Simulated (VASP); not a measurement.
System: MnF₂, 6 atoms in the cell.

Level of theory: r²SCAN, plane waves, PAW potentials of the _GW family (VASP 6.6.1).

Cutoff 1000 eV; orbitals from an earlier step on the same cell; potentials Mn_sv_GW F_GW; PREC = Accurate; k-mesh 4×4×6 Γ-centred; Fermi–Dirac smearing of 0.05 eV; starting moments Mn1 5, Mn2 -5 μB.

```
Mn F
1.0
     4.87300    0.00000    0.00000
     0.00000    4.87300    0.00000
     0.00000    0.00000    3.31000
Mn F
2 4
Cartesian
  0.0000 0.0000 0.0000
  2.4365 2.4365 1.6550
  1.4863 1.4863 0.0000
  3.3867 3.3867 0.0000
  3.9228 0.9502 1.6550
  0.9502 3.9228 1.6550
```

Forces on the other atoms:

```
atom  Fx (eV/Å)  Fy (eV/Å)  Fz (eV/Å)
 Mn1      0.000      0.000      0.000
  F3     -0.031     -0.031      0.000
  F4      0.031      0.031      0.000
  F6      0.031     -0.031      0.000
```

(1) What forces (eV/Å) act on Mn2 and F5, and what is the pressure?

## Answers

(1) Mn2: (0.000, 0.000, 0.000); F5: (-0.031, 0.031, 0.000). The pressure is -0.86 GPa.

VASP prints the stress at a fixed plane-wave basis, so it holds the Pulay stress of this cutoff.

One magnetic order was tried; another may lie lower. Potentials made with PBE were used with another functional.
